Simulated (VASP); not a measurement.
An input for Ansatz (written as the equivalent of a VASP run, and not itself run):

Ansatz 0.2 input:
```yaml
crystal:
  lattice:
    - [0.0000000, 2.5848598, 2.5848598]
    - [2.5848598, 0.0000000, 2.5848598]
    - [2.5848598, 2.5848598, 0.0000000]
  atoms:
    - { symbol: Hg, position: [0.0000000, 0.0000000, 0.0000000] }
    - { symbol: O, position: [0.2500000, 0.2500000, 0.2500000] }
kpoints:
  mp_grid: { grid: [11, 11, 11] }
hamiltonian:
  xc: pbesol
  pseudopotentials: { kind: paw }
scf:
  occupations: { method: methfessel_paxton, width: 0.1 }
  max_iter: 100
relax:
  max_steps: 60
  f_tol: 0.01
  cell: {}
output: { forces: true, stress: true, eigenvalues: true }
```

Question: Write the VASP files for the same calculation (PBEsol).

Answer: One answer among several that fit: 
POSCAR:
```
HgO
1.0
  0.0000000000   2.5848597973   2.5848597973
  2.5848597973   0.0000000000   2.5848597973
  2.5848597973   2.5848597973   0.0000000000
Hg O
1 1
Direct
  0.0000000000   0.0000000000   0.0000000000
  0.2500000000   0.2500000000   0.2500000000
```

**INCAR**
```
SYSTEM  =  HgO
PREC  =  Accurate; ENCUT  =  520; LREAL  =  .False.
LASPH  =  .True.
EDIFF  =  1E-6; NELM  =  100; ALGO  =  Normal
LMAXMIX  =  6
ISMEAR  =  1; SIGMA  =  0.1
GGA  =  PS
IBRION  =  2; NSW  =  60; ISIF  =  3
EDIFFG  =  -0.01
LWAVE  =  .False.; LCHARG  =  .False.
```

**KPOINTS**
```
Automatic
0
G
  11 11 11
0 0 0
```

POTCAR, in this order: Hg O (PBE.64 set). Program: vasp_std.

What does not carry over: each code has its own PAW files, so the cut-off isn't converted (ENCUT is set for VASP's; basis.ecutwfc is left out, and Ansatz then takes the one that its files recommend); Ansatz stops its SCF on the density residual and VASP on the energy change (EDIFF).

The structure was generated: HgO was put into the zinc blende type (F-43m), which need not be its known phase. This run relaxes it. Symmetry was kept, so distortions that lower it aren't found. The start is the result of an earlier pass.
